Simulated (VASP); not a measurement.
Method: LDA (Ceperley-Alder, Perdew-Zunger), VASP's LDA PAW potentials (set 64) (plane waves; VASP).

VASP input:

KPOINTS_OPT:
```
k-points along high-symmetry lines
7
Line-mode
Reciprocal
  0.000000   0.000000   0.000000 ! GAMMA
  0.000000   0.000000   0.500000 ! X

  0.000000   0.000000   0.500000 ! X
 -0.500000   0.500000   0.500000 ! M

 -0.500000   0.500000   0.500000 ! M
  0.000000   0.000000   0.000000 ! GAMMA

  0.000000   0.000000   0.000000 ! GAMMA
  0.416996   0.416996  -0.416996 ! Z

 -0.416996   0.583004   0.416996 ! Z_0
 -0.500000   0.500000   0.500000 ! M

  0.000000   0.000000   0.500000 ! X
  0.250000   0.250000   0.250000 ! P

  0.250000   0.250000   0.250000 ! P
  0.000000   0.500000   0.000000 ! N

  0.000000   0.500000   0.000000 ! N
  0.000000   0.000000   0.000000 ! GAMMA
```

### KPOINTS
```
K-points
0
Gamma
  7 7 7
0 0 0
```

File POSCAR:
```
Ta2Si
1
   -3.0877650000     3.0877650000     2.5236400000
    3.0877650000    -3.0877650000     2.5236400000
    3.0877650000     3.0877650000    -2.5236400000
Ta Si
4 2
Direct
  0.6635900000   0.8364100000   0.5000000000
  0.3364100000   0.1635900000   0.5000000000
  0.8364100000   0.3364100000   0.1728200000
  0.1635900000   0.6635900000   0.8271800000
  0.2500000000   0.2500000000   0.0000000000
  0.7500000000   0.7500000000   0.0000000000
```

### INCAR
```
SYSTEM = Ta2Si
PREC = Accurate
ENCUT = 300
EDIFF = 1E-6
NELM = 100
ALGO = Normal
LREAL = .FALSE.
LASPH = .TRUE.
ISMEAR = 0
SIGMA = 0.1
LMAXMIX = 6
LWAVE = .FALSE.
LCHARG = .FALSE.
ISIF = 2
```

POTCAR, in this order: Ta_pv Si (LDA.64 set). Program: vasp_std.

The resulting files:

OUTCAR:
```
 ion  position               nearest neighbor table
   1  0.664  0.836  0.500-   5 2.63   5 2.63   6 2.63   6 2.63   2 2.86   2 2.94   2 2.94   4 3.23
                             3 3.23   4 3.23   3 3.23   4 3.27   3 3.27   4 3.27   3 3.27
   2  0.336  0.164  0.500-   6 2.63   6 2.63   5 2.63   5 2.63   1 2.86   1 2.94   1 2.94   4 3.23
                             3 3.23   4 3.23   3 3.23   4 3.27   3 3.27   3 3.27   4 3.27
   3  0.836  0.336  0.173-   5 2.63   6 2.63   6 2.63   5 2.63   4 2.86   4 2.94   4 2.94   2 3.23
                             1 3.23   1 3.23   2 3.23   2 3.27   1 3.27   2 3.27   1 3.27
   4  0.164  0.664  0.827-   6 2.63   5 2.63   5 2.63   6 2.63   3 2.86   3 2.94   3 2.94   1 3.23
                             2 3.23   1 3.23   2 3.23   2 3.27   1 3.27   1 3.27   2 3.27
   5  0.250  0.250  0.000-   6 2.52   6 2.52   1 2.63   1 2.63   4 2.63   3 2.63   2 2.63   4 2.63
                             2 2.63   3 2.63
   6  0.750  0.750  0.000-   5 2.52   5 2.52   2 2.63   2 2.63   4 2.63   3 2.63   1 2.63   1 2.63
                             4 2.63   3 2.63
  LATTYP: Found a body centered tetragonal cell.
 ALAT       =     6.1755300000
 C/A-ratio  =     0.8173031303
 Subroutine PRICEL returns:
 Original cell was already a primitive cell.
 Subroutine GETGRP returns: Found 16 space group operations
The static configuration has the point symmetry C_4h.
 The point group associated with its full space group is D_4h.
The dynamic configuration has the point symmetry C_4h.
 Subroutine INISYM returns: Found 16 space group operations
 Subroutine IBZKPT returns following result:
 Found     40 irreducible k-points:
...
```

### OSZICAR
```
       N       E                     dE             d eps       ncg     rms          rms(c)
DAV:   1     0.341541917277E+03    0.34154E+03   -0.21234E+04  2536   0.113E+03
DAV:   2    -0.540511905518E+02   -0.39559E+03   -0.38846E+03  2818   0.367E+02
DAV:   3    -0.699613186200E+02   -0.15910E+02   -0.15654E+02  3256   0.658E+01
DAV:   4    -0.702426970542E+02   -0.28138E+00   -0.28032E+00  2957   0.822E+00
DAV:   5    -0.702499096335E+02   -0.72126E-02   -0.72092E-02  3188   0.118E+00    0.320E+01
DAV:   6    -0.671229173323E+02    0.31270E+01   -0.97343E+00  2824   0.158E+01    0.143E+01
DAV:   7    -0.666900873883E+02    0.43283E+00   -0.15903E+00  3198   0.711E+00    0.321E+00
DAV:   8    -0.666563716942E+02    0.33716E-01   -0.59610E-02  3094   0.113E+00    0.647E-01
DAV:   9    -0.666528855751E+02    0.34861E-02   -0.75236E-03  3114   0.492E-01    0.167E-01
DAV:  10    -0.666526944381E+02    0.19114E-03   -0.39023E-04  3190   0.130E-01    0.701E-02
DAV:  11    -0.666526873571E+02    0.70809E-05   -0.38070E-05  3026   0.359E-02    0.248E-02
DAV:  12    -0.666526868950E+02    0.46218E-06   -0.48880E-06  2700   0.141E-02
   1 F= -.66652687E+02 E0= -.66642351E+02  d E =-.206709E-01
       N       E                     dE             ncg
       N       E                     dE             ncg
```

**OUTCAR**
```
------------------------ aborting loop because EDIFF is reached ----------------------------------------
  FORCE on cell =-STRESS in cart. coord.  units (eV):
  Direction    XX          YY          ZZ          XY          YZ          ZX
  --------------------------------------------------------------------------------------
  Total       -4.7396885     -4.7396885     -3.7591964      0.0000000      0.0000000      0.0000000
  in kB      -78.9013640    -78.9013640    -62.5791598      0.0000000      0.0000000      0.0000000
  external PRESSURE =     -73.4606293 kB  Pullay stress =       0.0000000 kB
  volume of cell :       96.24
      direct lattice vectors                 reciprocal lattice vectors
    -3.087765000  3.087765000  2.523640000     0.000000000  0.161929421  0.198126516
     3.087765000 -3.087765000  2.523640000     0.161929421  0.000000000  0.198126516
     3.087765000  3.087765000 -2.523640000     0.161929421  0.161929421  0.000000000
 POSITION                                       TOTAL-FORCE (eV/Angst)
 -----------------------------------------------------------------------------------
      2.07751      1.01025      2.52364         0.052319     -0.052319     -0.000000
      1.01025      2.07751      0.00000        -0.052319      0.052319      0.000000
     -1.01025      2.07751      2.52364         0.052319      0.052319      0.000000
      4.09802      1.01025      0.00000        -0.052319     -0.052319     -0.000000
      0.00000      0.00000      1.26182        -0.000000     -0.000000      0.000000
      0.00000      0.00000      3.78546        -0.000000     -0.000000      0.000000
 -----------------------------------------------------------------------------------
    total drift:                               -0.000000     -0.000000      0.000000
  FREE ENERGIE OF THE ION-ELECTRON SYSTEM (eV)
  ---------------------------------------------------
  free  energy   TOTEN  =       -66.6526868950 eV

  energy  without entropy=      -66.6320159666  energy(sigma->0) =      -66.64235143
```
(Selected blocks of OUTCAR.)

At this cut-off the stress carries a Pulay error, which pulls relaxed volumes low.

The structure comes from a computed database's Ta2Si entry (I4/mcm); how it stands against other phases isn't given here. The cell was not relaxed at this level.
